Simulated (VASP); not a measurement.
VASP runs on Ru (space group P6_3/mmc) share one base input (PBE GGA, plane waves, VASP's PBE PAW potentials (set 64)) and change the settings named in each case.

### KPOINTS
```
Automatic mesh
0
Gamma
14 14 8
0 0 0
```

INCAR:
```
LWAVE = .FALSE.
LASPH = .TRUE.
NELM = 100   ! most electronic steps
ENCUT = 300   ! plane-wave cut-off (eV)
ISMEAR = -1
LREAL = .FALSE.
GGA = PE   ! PBE
SYSTEM = Ru
ISIF = 2
LMAXMIX = 4
SIGMA = 0.05
PREC = Accurate
LCHARG = .FALSE.
EDIFF = 1E-6   ! SCF stop (eV)
ALGO = Normal   ! blocked Davidson
```

### POSCAR
```
Ru
1
    1.3550000000    -2.3469290000     0.0000000000
    1.3550000000     2.3469290000     0.0000000000
    0.0000000000     0.0000000000     4.2800000000
Ru
2
Direct
  0.3333330000   0.6666670000   0.2500000000
  0.6666670000   0.3333330000   0.7500000000
```

POTCAR, in this order: Ru_pv (PBE.64 set). Program: vasp_std.

```tsv
change	E(σ→0) (eV/atom)	pressure (GPa)	−TS (eV)
base run	-9.2368	2.88	-0.0165
GGA = PS	-10.1748	-7.84	-0.0166
GGA_COMPAT = .FALSE., LNONCOLLINEAR = .TRUE., LSORBIT = .TRUE., MAGMOM = 0.0 0.0 0.0 0.0 0.0 0.0, program vasp_ncl	-9.3691	3.10	-0.0161
KPOINTS 4×4×3 Γ-centred mesh	-9.2744	2.24	-0.0222
```
 Energies of different potentials or functionals have different zeros.  At 300 eV the pressure can carry a Pulay error.

Left out are runs that ran out of time, are held back, or changed the cell or the kind of run, fixed moments of cells without a moment, rows past the twelfth, gaps on odd meshes, pressures of charged cells and columns that move by less than the noise.

The structure is a typed Ru crystal (P6_3/mmc). The cell was not relaxed at this level.
